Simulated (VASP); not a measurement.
All values below come from PBE GGA, VASP's PBE PAW potentials (set 64) (plane waves; VASP).

VASP input:

KPOINTS:
```
Regular mesh
0
gamma
9 9 9
0 0 0
```

**POSCAR**
```
CoSi2
3.7942190
  0.0000000000   0.6993729144   0.7147571081
  0.6913103856   0.0000000000   0.7147571081
  0.6913103856   0.6993729144   0.0000000000
Co Si
1 2
Cart
  0.0000000000   0.0000000000   0.0000000000
  0.3456551928   0.3496864572   0.3573785541
  1.0508802739   1.0490593716   1.0721356622
```

INCAR:
```
! general
SYSTEM =CoSi2
PREC   =Accurate
ENCUT  =520
LREAL  =F
LASPH  =T

! electronic loop
EDIFF  =1E-6
NELM   =100   ! most electronic steps
ALGO   =Normal
LMAXMIX=4

! smearing
ISMEAR =1   ! Methfessel-Paxton
SIGMA  =0.1

! functional
GGA    =PE

! ions
ISIF   =2   ! forces and stress, cell fixed

! output
LWAVE  =F
LCHARG =F
```

POTCAR, in this order: Co Si_GW (PBE.64 set). Program: vasp_std.

The resulting files:

### OSZICAR
```
       N       E                     dE             d eps       ncg     rms          rms(c)
DAV:   1     0.772823827129E+02    0.77282E+02   -0.70471E+03  5212   0.137E+03
DAV:   2    -0.158484309453E+02   -0.93131E+02   -0.87090E+02  5564   0.268E+02
DAV:   3    -0.204598882116E+02   -0.46115E+01   -0.44242E+01  6116   0.687E+01
DAV:   4    -0.206741914710E+02   -0.21430E+00   -0.21328E+00  7532   0.140E+01
DAV:   5    -0.206803845452E+02   -0.61931E-02   -0.61905E-02  6672   0.230E+00    0.139E+01
DAV:   6    -0.240990141984E+02   -0.34186E+01   -0.39396E+01  5928   0.136E+02    0.171E+01
DAV:   7    -0.192721960844E+02    0.48268E+01   -0.16535E+01  5812   0.107E+02    0.219E+00
DAV:   8    -0.192869008960E+02   -0.14705E-01   -0.98085E-01  6016   0.873E+00    0.182E+00
DAV:   9    -0.192530305900E+02    0.33870E-01   -0.12192E-01  6752   0.735E+00    0.357E-01
DAV:  10    -0.192532265243E+02   -0.19593E-03   -0.73074E-03  7320   0.113E+00    0.677E-02
DAV:  11    -0.192532651722E+02   -0.38648E-04   -0.30719E-04  7832   0.245E-01    0.363E-02
DAV:  12    -0.192532877222E+02   -0.22550E-04   -0.42011E-05  5912   0.628E-02    0.134E-02
DAV:  13    -0.192532864083E+02    0.13139E-05   -0.65908E-06  7456   0.321E-02    0.453E-03
DAV:  14    -0.192532864711E+02   -0.62861E-07   -0.41472E-07  3984   0.685E-03
   1 F= -.19253286E+02 E0= -.19253088E+02  d E =-.594709E-03
```

OUTCAR:
```
------------------------ aborting loop because EDIFF is reached ----------------------------------------
  FORCE on cell =-STRESS in cart. coord.  units (eV):
  Direction    XX          YY          ZZ          XY          YZ          ZX
  --------------------------------------------------------------------------------------
  Total        1.2649759      0.9386538      0.5498463      0.0000000      0.5079764      0.0000000
  in kB       53.6852874     39.8362506     23.3353496      0.0000000     21.5584034      0.0000000
  external PRESSURE =      38.9522959 kB  Pullay stress =       0.0000000 kB
  volume of cell :       37.75
      direct lattice vectors                 reciprocal lattice vectors
     0.000000000  2.653574000  2.711945000    -0.190622661  0.188425120  0.184369521
     2.622983000  0.000000000  2.711945000     0.190622661 -0.188425120  0.184369521
     2.622983000  2.653574000  0.000000000     0.190622661  0.188425120 -0.184369521
 POSITION                                       TOTAL-FORCE (eV/Angst)
 -----------------------------------------------------------------------------------
      0.00000      0.00000      0.00000         0.330846      0.000000      0.000000
      1.31149      1.32679      1.35597         0.184807      0.000000     -0.000000
      3.98727      3.98036      4.06792        -0.515654      0.000000     -0.000000
 -----------------------------------------------------------------------------------
    total drift:                               -0.000016      0.000001      0.000001
  FREE ENERGIE OF THE ION-ELECTRON SYSTEM (eV)
  ---------------------------------------------------
  free  energy   TOTEN  =       -19.2532864711 eV

  energy  without entropy=      -19.2526917623  energy(sigma->0) =      -19.25308823
```
(Selected blocks of OUTCAR.)

The compound is CoSi2 in the fluorite structure. The cell was not relaxed at this level, atoms are displaced from their ideal sites. The run is one of a series of settings (ENCUT = 520, POTCAR Co Si_GW (PBE.64 set) against the base run), some of them coarse on purpose. The run is not spin-polarised, so no magnetic state was tried. The electron count is odd and the run is not spin-polarised, which forces a metal.
